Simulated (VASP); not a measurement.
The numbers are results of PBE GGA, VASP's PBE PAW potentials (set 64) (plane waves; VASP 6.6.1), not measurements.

VASP input:

POSCAR:
```
GaSb
1
    0.0000000000     3.1061202464     3.1061202464
    3.1061202464     0.0000000000     3.1061202464
    3.1061202464     3.1061202464     0.0000000000
Ga Sb
1 1
Direct
  0.0000000000   0.0000000000   0.0000000000
  0.2500000000   0.2500000000   0.2500000000
```

INCAR:
```
SYSTEM = GaSb
PREC = Accurate
ENCUT = 400
EDIFF = 1E-8
NELM = 100
ALGO = Normal
LREAL = .FALSE.
LASPH = .TRUE.
ISMEAR = 1
SIGMA = 0.1
GGA = PE
LMAXMIX = 4
LWAVE = .FALSE.
LCHARG = .FALSE.
IBRION = 1
ISIF = 2
NSW = 30
EDIFFG = -0.001
```

File KPOINTS:
```
Regular mesh
0
G
  9 9 9
```

POTCAR, in this order: Ga_d Sb (PBE.64 set). Program: vasp_std.

The resulting files:

File OUTCAR:
```
 ion  position               nearest neighbor table
   1  0.000  0.000  0.000-   2 2.69   2 2.69   2 2.69   2 2.69
   2  0.250  0.250  0.250-   1 2.69   1 2.69   1 2.69   1 2.69
  LATTYP: Found a face centered cubic cell.
 ALAT       =     6.2122404928
 Subroutine PRICEL returns:
 Original cell was already a primitive cell.
 Subroutine GETGRP returns: Found 24 space group operations
The static configuration has the point symmetry T_d .
The dynamic configuration has the point symmetry T_d .
 Subroutine INISYM returns: Found 24 space group operations
 Subroutine IBZKPT returns following result:
 Found     35 irreducible k-points:

 Following reciprocal coordinates:
            Coordinates               Weight
  0.000000  0.000000  0.000000      1.000000
  0.111111  0.000000  0.000000      8.000000
  0.222222  0.000000  0.000000      8.000000
  0.333333  0.000000  0.000000      8.000000
  0.444444  0.000000  0.000000      8.000000
  0.111111  0.111111  0.000000      6.000000
  0.222222  0.111111  0.000000     24.000000
  0.333333  0.111111  0.000000     24.000000
  0.444444  0.111111  0.000000     24.000000
...
```

**OSZICAR**
```
       N       E                     dE             d eps       ncg     rms          rms(c)
DAV:   1     0.722499857333E+02    0.72250E+02   -0.77971E+03   910   0.146E+03
DAV:   2    -0.240630744449E+01   -0.74656E+02   -0.72637E+02  1005   0.280E+02
DAV:   3    -0.733048391781E+01   -0.49242E+01   -0.48950E+01  1160   0.665E+01
DAV:   4    -0.741445295781E+01   -0.83969E-01   -0.83948E-01  1012   0.988E+00
DAV:   5    -0.741680846087E+01   -0.23555E-02   -0.23555E-02  1218   0.143E+00    0.301E+00
DAV:   6    -0.737777972117E+01    0.39029E-01   -0.71262E-02  1255   0.460E+00    0.181E+00
DAV:   7    -0.736728292140E+01    0.10497E-01   -0.39555E-02  1030   0.183E+00    0.341E-01
DAV:   8    -0.736820277583E+01   -0.91985E-03   -0.47578E-03  1113   0.943E-01    0.685E-02
DAV:   9    -0.736867246132E+01   -0.46969E-03   -0.67697E-04  1003   0.239E-01    0.323E-02
DAV:  10    -0.736873503595E+01   -0.62575E-04   -0.72010E-05  1070   0.551E-02    0.101E-02
DAV:  11    -0.736875027284E+01   -0.15237E-04   -0.25640E-05   970   0.441E-02    0.382E-03
DAV:  12    -0.736875151645E+01   -0.12436E-05   -0.19040E-06  1045   0.100E-02    0.156E-03
DAV:  13    -0.736875126805E+01    0.24840E-06   -0.93592E-08  1010   0.271E-03    0.159E-04
DAV:  14    -0.736875130310E+01   -0.35055E-07   -0.17682E-08   989   0.862E-04    0.133E-04
DAV:  15    -0.736875129651E+01    0.65852E-08   -0.86746E-10   540   0.207E-04
   1 F= -.73687513E+01 E0= -.73687445E+01  d E =-.736875E+01
```

### OUTCAR
```
------------------------ aborting loop because EDIFF is reached ----------------------------------------
  FORCE on cell =-STRESS in cart. coord.  units (eV):
  Direction    XX          YY          ZZ          XY          YZ          ZX
  --------------------------------------------------------------------------------------
  Total       -0.0145317     -0.0145317     -0.0145317      0.0000000      0.0000000      0.0000000
  in kB       -0.3884556     -0.3884556     -0.3884556      0.0000000      0.0000000      0.0000000
  external PRESSURE =      -0.3884556 kB  Pullay stress =       0.0000000 kB
  volume of cell :       59.94
      direct lattice vectors                 reciprocal lattice vectors
     0.000000000  3.106120246  3.106120246    -0.160972519  0.160972519  0.160972519
     3.106120246  0.000000000  3.106120246     0.160972519 -0.160972519  0.160972519
     3.106120246  3.106120246  0.000000000     0.160972519  0.160972519 -0.160972519
  FREE ENERGIE OF THE ION-ELECTRON SYSTEM (eV)
  ---------------------------------------------------
  free  energy   TOTEN  =        -7.3687512965 eV

  energy  without entropy=       -7.3687309352  energy(sigma->0) =       -7.36874451

 reached required accuracy - stopping structural energy minimisation
```
(Selected blocks of OUTCAR.)

The compound is GaSb in the zinc blende structure. It was relaxed first, which changed the volume by +6 %. The start is the result of an earlier pass.
